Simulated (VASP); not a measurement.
Input for VASP

File POSCAR:
```
CsBr
1.0
  3.8198625590   0.0000000000   0.0000000000
  0.0000000000   3.8198625590   0.0000000000
  0.0000000000   0.0000000000   3.8198625590
Cs Br
1 1
Cart
  0.0000000000   0.0000000000   0.0000000000
  1.9099312795   1.9099312795   1.9099312795
```

INCAR:
```
! general
SYSTEM =CsBr
PREC   =Accurate
ENCUT  =480
LREAL  =.FALSE.
LASPH  =.TRUE.

! electronic loop
EDIFF  =1E-7
NELM   =100
ALGO   =Normal
LMAXMIX=4

! smearing
ISMEAR =0
SIGMA  =0.05

! functional
GGA    =PE

! ions
IBRION =2
NSW    =40
ISIF   =3
EDIFFG =-0.01
PSTRESS=150

! output
LWAVE  =.FALSE.
LCHARG =.FALSE.
```

File KPOINTS:
```
Automatic mesh
0
G
6 6 6
0 0 0
```

POTCAR, in this order: Cs_sv Br (PBE.64 set). Program: vasp_std.

Question: Write an equivalent input for Quantum ESPRESSO's pw.x.

Answer: One equivalent input (not run):
```
&CONTROL
  calculation = 'vc-relax'
  pseudo_dir = './pseudo'
  outdir = './out'
  tprnfor = .true.
  tstress = .true.
  nstep = 40
  forc_conv_thr = 0.00039
/
&SYSTEM
  ibrav = 0
  nat = 2
  ntyp = 2
  ecutwfc = 50
  occupations = 'smearing'
  smearing = 'gaussian'
  degauss = 0.003675
  input_dft = 'pbe'
/
&ELECTRONS
  conv_thr = 7.3e-09
  electron_maxstep = 100
/
&IONS
/
&CELL
  press = 150
/
ATOMIC_SPECIES
  Cs 132.905 Cs.upf
  Br 79.904 Br.upf
CELL_PARAMETERS angstrom
     3.8198626   -0.0000000   -0.0000000
     0.0000000    3.8198626   -0.0000000
     0.0000000   -0.0000000    3.8198626
ATOMIC_POSITIONS crystal
  Cs   0.0000000  0.0000000  0.0000000
  Br   0.5000000  0.5000000  0.5000000
K_POINTS automatic
  6 6 6 0 0 0
```
The two are equivalent in intent, not identical: the potentials are each code's own (VASP's PAW set, PseudoDojo norm-conserving files in pw.x), so ENCUT and ecutwfc are chosen apart and not converted; conv_thr bounds pw.x's estimated SCF error, while EDIFF bounds the energy change between steps; forc_conv_thr acts on force components and is met together with etot_conv_thr.

The compound is CsBr in the CsCl type structure. It was relaxed first under an external pressure of 15 GPa.
